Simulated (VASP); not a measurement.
Computed with PBE GGA + U (Dudarev), VASP's PBE PAW potentials (set 64) (plane waves; VASP).

VASP input:

**INCAR**
```
SYSTEM = PW
PREC = Accurate
ENCUT = 400
EDIFF = 1E-6
NELM = 100
ALGO = Normal
LREAL = .FALSE.
LASPH = .TRUE.
ISMEAR = 0
SIGMA = 0.05
GGA = PE
LMAXMIX = 6
LWAVE = .FALSE.
LCHARG = .FALSE.
ISIF = 2
LDAU = .TRUE.
LDAUTYPE = 2
LDAUL = -1 2
LDAUU = 0 8.0
LDAUJ = 0 0
LDAUPRINT = 1
LORBIT = 10
```

**KPOINTS**
```
Regular mesh
0
G
6 6 5
0 0 0
```

### POSCAR
```
PW
10.1320560
  0.1892122389  -0.5000000000   0.0000000000
  0.1892122389   0.5000000000   0.0000000000
  0.0000000000   0.0000000000   0.3728843386
P W
2 2
Cart
  0.1892122389  -0.0640000000   0.0932210846
  0.1892122389   0.0640000000   0.2796632539
  0.1892122389  -0.3547500000   0.0932210846
  0.1892122389   0.3547500000   0.2796632539
```

POTCAR, in this order: P W_sv (PBE.64 set). Program: vasp_std.

The resulting files:

File OSZICAR:
```
       N       E                     dE             d eps       ncg     rms          rms(c)
DAV:   1     0.335032734852E+03    0.33503E+03   -0.19397E+04  2042   0.141E+03
DAV:   2    -0.581565011686E+00   -0.33561E+03   -0.33141E+03  1985   0.421E+02
DAV:   3    -0.181534108830E+02   -0.17572E+02   -0.17248E+02  2425   0.821E+01
DAV:   4    -0.187300459348E+02   -0.57664E+00   -0.56262E+00  2290   0.127E+01
DAV:   5    -0.187454546274E+02   -0.15409E-01   -0.15317E-01  2434   0.193E+00    0.193E+01
DAV:   6    -0.147043388015E+02    0.40411E+01   -0.34580E+01  2337   0.298E+01    0.586E+00
DAV:   7    -0.144697406270E+02    0.23460E+00   -0.23148E+00  2260   0.713E+00    0.332E+00
DAV:   8    -0.144692591906E+02    0.48144E-03   -0.37577E-01  2324   0.280E+00    0.942E-01
DAV:   9    -0.145021354539E+02   -0.32876E-01   -0.10356E-01  2819   0.119E+00    0.646E-01
DAV:  10    -0.145442795934E+02   -0.42144E-01   -0.10797E-01  2523   0.121E+00    0.452E-01
DAV:  11    -0.146021254208E+02   -0.57846E-01   -0.26553E-01  2595   0.141E+00    0.427E-01
DAV:  12    -0.145911445410E+02    0.10981E-01   -0.14763E-02  2327   0.465E-01    0.456E-01
DAV:  13    -0.146134699980E+02   -0.22325E-01   -0.56201E-02  2491   0.594E-01    0.431E-01
DAV:  14    -0.146314620617E+02   -0.17992E-01   -0.36792E-02  2561   0.475E-01    0.463E-01
DAV:  15    -0.146230056305E+02    0.84564E-02   -0.12875E-02  2503   0.293E-01    0.461E-01
DAV:  16    -0.146005943364E+02    0.22411E-01   -0.20367E-01  2527   0.989E-01    0.328E-01
DAV:  17    -0.146155884970E+02   -0.14994E-01   -0.40219E-02  2548   0.599E-01    0.296E-01
DAV:  18    -0.146102232117E+02    0.53653E-02   -0.20832E-01  2543   0.116E+00    0.198E-01
DAV:  19    -0.146147091348E+02   -0.44859E-02   -0.12864E-01  2484   0.104E+00    0.151E-01
DAV:  20    -0.146168103228E+02   -0.21012E-02   -0.22900E-02  2486   0.435E-01    0.116E-01
DAV:  21    -0.146173005868E+02   -0.49026E-03   -0.25539E-02  2581   0.482E-01    0.671E-02
DAV:  22    -0.146170271420E+02    0.27344E-03   -0.32784E-02  2527   0.476E-01    0.583E-02
DAV:  23    -0.146172552855E+02   -0.22814E-03   -0.24331E-03  2491   0.155E-01    0.549E-02
DAV:  24    -0.146174430513E+02   -0.18777E-03   -0.25478E-03  2556   0.148E-01    0.242E-02
DAV:  25    -0.146174953972E+02   -0.52346E-04   -0.31631E-04  2539   0.610E-02    0.265E-02
DAV:  26    -0.146175471308E+02   -0.51734E-04   -0.42333E-04  2230   0.485E-02    0.336E-02
DAV:  27    -0.146174607584E+02    0.86372E-04   -0.74327E-04  2587   0.694E-02    0.428E-02
DAV:  28    -0.146175940467E+02   -0.13329E-03   -0.56346E-03  2551   0.171E-01    0.155E-02
DAV:  29    -0.146176379281E+02   -0.43881E-04   -0.10784E-03  2534   0.911E-02    0.164E-02
DAV:  30    -0.146176298795E+02    0.80486E-05   -0.11980E-04  2176   0.297E-02    0.107E-02
DAV:  31    -0.146176327915E+02   -0.29120E-05   -0.25743E-05  2182   0.149E-02    0.118E-02
DAV:  32    -0.146176281753E+02    0.46161E-05   -0.13366E-04  2488   0.331E-02    0.123E-02
DAV:  33    -0.146176300196E+02   -0.18443E-05   -0.50752E-05  2233   0.205E-02    0.105E-02
DAV:  34    -0.146176299112E+02    0.10843E-06   -0.63719E-07  1310   0.540E-03
   1 F= -.14617630E+02 E0= -.14613974E+02  d E =-.731185E-02
```

**OUTCAR**
```
------------------------ aborting loop because EDIFF is reached ----------------------------------------
  FORCE on cell =-STRESS in cart. coord.  units (eV):
  Direction    XX          YY          ZZ          XY          YZ          ZX
  --------------------------------------------------------------------------------------
  Total      -13.4113095    -10.5139290     -5.6937891      0.0000000      0.0000000      0.0000000
  in kB     -292.7963469   -229.5405988   -124.3070751      0.0000000      0.0000000      0.0000000
  external PRESSURE =    -215.5480069 kB  Pullay stress =       0.0000000 kB
  volume of cell :       73.39
      direct lattice vectors                 reciprocal lattice vectors
     1.917109000 -5.066028000  0.000000000     0.260809375 -0.098696651  0.000000000
     1.917109000  5.066028000  0.000000000     0.260809375  0.098696651  0.000000000
     0.000000000  0.000000000  3.778085000     0.000000000  0.000000000  0.264684357
 POSITION                                       TOTAL-FORCE (eV/Angst)
 -----------------------------------------------------------------------------------
      1.91711     -0.64845      0.94452         0.000000     -2.433741      0.000000
      1.91711      0.64845      2.83356         0.000000      2.433741      0.000000
      1.91711     -3.59435      0.94452         0.000000      0.165437      0.000000
      1.91711      3.59435      2.83356         0.000000     -0.165437     -0.000000
 -----------------------------------------------------------------------------------
    total drift:                                0.000000     -0.000000     -0.000000
  FREE ENERGIE OF THE ION-ELECTRON SYSTEM (eV)
  ---------------------------------------------------
  free  energy   TOTEN  =       -14.6176299112 eV

  energy  without entropy=      -14.6103180662  energy(sigma->0) =      -14.61397399

 total charge

# of ion       s       p       d       tot
------------------------------------------
    1        1.085   1.279   0.000   2.364
    2        1.085   1.279   0.000   2.364
    3        2.342   6.133   2.946  11.422
    4        2.342   6.133   2.946  11.422
--------------------------------------------------
tot          6.854  14.825   5.893  27.572
```
(Selected blocks of OUTCAR.)

OUTCAR:
```
 val. band max:        9.2123895217   @ k =  -0.3333   0.1667   0.4000

 cond. band min:       9.2416893668   @ k =   0.3333   0.1667   0.4000


 Fermi energy:         9.2325990889

 k-point     1 :       0.0000    0.0000    0.0000
  band No.  band energies     occupation
      1     -67.1823      2.00000
      2     -67.1759      2.00000
      3     -31.3680      2.00000
      4     -31.3152      2.00000
      5     -31.1860      2.00000
      6     -31.1535      2.00000
      7     -31.1473      2.00000
      8     -31.0496      2.00000
      9      -5.8205      2.00000
     10      -0.2827      2.00000
     11       3.2942      2.00000
     12       3.3639      2.00000
     13       3.9545      2.00000
     14       5.3188      2.00000
     15       7.4401      2.00000
     16       7.5329      2.00000
     17       7.9878      2.00000
     18       8.2799      2.00000
     19       8.5047      2.00000
     20       9.0380      2.00000
     21       9.3865      0.00001
     22       9.4992      0.00000
     23       9.6456      0.00000

 k-point     2 :       0.1667   -0.0000    0.0000
  band No.  band energies     occupation
      1     -67.1817      2.00000
      2     -67.1762      2.00000
      3     -31.3643      2.00000
      4     -31.3179      2.00000
      5     -31.1915      2.00000
      6     -31.1690      2.00000
      7     -31.1344      2.00000
      8     -31.0524      2.00000
      9      -5.6423      2.00000
     10      -0.1440      2.00000
     11       2.3909      2.00000
     12       3.2751      2.00000
     13       4.4369      2.00000
     14       5.5590      2.00000
     15       6.3579      2.00000
     16       7.2928      2.00000
     17       7.6293      2.00000
     18       8.0622      2.00000
     19       8.6115      2.00000
     20       9.1953      1.70912
     21       9.6837      0.00000
     22      10.1682      0.00000
     23      10.3200      0.00000

 k-point     3 :       0.3333    0.0000    0.0000
...
```

Unless said otherwise, spin-orbit coupling is left out, though it shifts the bands of the heavy elements here.

The structure was generated: PW was put into the CrB type (Cmcm), which need not be its known phase. The cell was not relaxed at this level. The k-mesh is coarse (spacing up to 0.33 per Å, 2π included), so the numbers may not be converged in it. The run is one of a series of settings (LDAU = .TRUE., LDAUJ = 0 0, LDAUL = -1 2, LDAUTYPE = 2, LDAUU = 0 8.0 against the base run), some of them coarse on purpose.
